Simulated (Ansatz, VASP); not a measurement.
## Equation of state of TaTe under PBE

It takes space group Pm-3m (No. 221, cubic). The conventional cell has a = 3.420 Å, b = 3.420 Å, c = 3.420 Å, α = 90.00°, β = 90.00°, γ = 90.00°. Ta (site symmetry m-3m) has 8 Te at 2.96 Å as nearest neighbours. Around Te (site symmetry m-3m) lie 8 Ta at 2.96 Å.

The cell comes from a database or a generator and needn't be the stable form of this composition.

The cell was scaled at fixed shape and fractions and run with Ansatz, Ansatz PAW (earlier soft set), cutoff 420 eV; PBE, k mesh 8 × 8 × 8 on the cell of 2 atoms, fermi-dirac occupations of 0.05 eV, no spin polarisation, no spin-orbit coupling. Energies are those that the program minimises, any entropy of the smearing included. For a metal such a mesh isn't converged to the digits shown.

```tsv
V (Å³/atom)	energy over the lowest row (meV/atom)
18.8023	37.69
19.2023	16.38
19.6024	4.13
20.0024	0.00
20.4025	3.12
20.8025	?
21.2026	28.12
```

Problem. Fit the third-order Birch-Murnaghan form, give V0, B0 and B′, and predict the energy left open.

Solution. With y = (V0/V)^(2/3), E = E0 + (9 V0 B0/16) [(y - 1)³ B′ + (y - 1)² (6 - 4y)]. Least squares through the rows shown give V0 = 20.0231 Å³/atom, E0 = -0.01 meV, B0 = 144.3 GPa (1 eV/Å³ = 160.218 GPa) and B′ = 4.60, with a largest miss of 0.01 meV. At V = 20.8025 the form with these constants gives 12.71 meV; the run gave 12.72 meV an atom. Other set-ups at this level, from all their volumes (Å³/atom, GPa): VASP, PBE PAW files Ta_pv, Te, 520 eV: V0 20.026, B0 144.7.
